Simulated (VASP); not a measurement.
Here is the system:

```xyz
2
Lattice="3.8652 -2.1504 -0.0277 3.8652 2.1504 -0.0277 2.6941 0.0000 3.5080" Properties=species:S:1:pos:R:3 pbc="T T T"
Sb     2.4606     0.0000     0.8149
Sb     7.9639     0.0000     2.6376
```

Calculation: LDA (Ceperley-Alder, Perdew-Zunger), VASP's LDA PAW potentials (set 64) (plane waves; VASP). Run with 500 eV cut-off, 10×10×10 Γ-centred mesh, first-order Methfessel-Paxton smearing of 0.10 eV, potentials Sb.

Unless said otherwise, spin-orbit coupling is left out, though it shifts the bands of the heavy elements here.

### Question
What does the run give for the energy per atom (σ→0), band gap (on the k-mesh) with the smallest direct gap where there is one?

### Answer

```yaml
band gap (on the k-mesh): none (metal, semimetal or under 0.01 eV)
energy per atom (σ→0): -4.816 eV/atom
```

Only differences to runs with the same potentials and settings are physical.

The compound is Sb in the a7 structure. It was relaxed first.
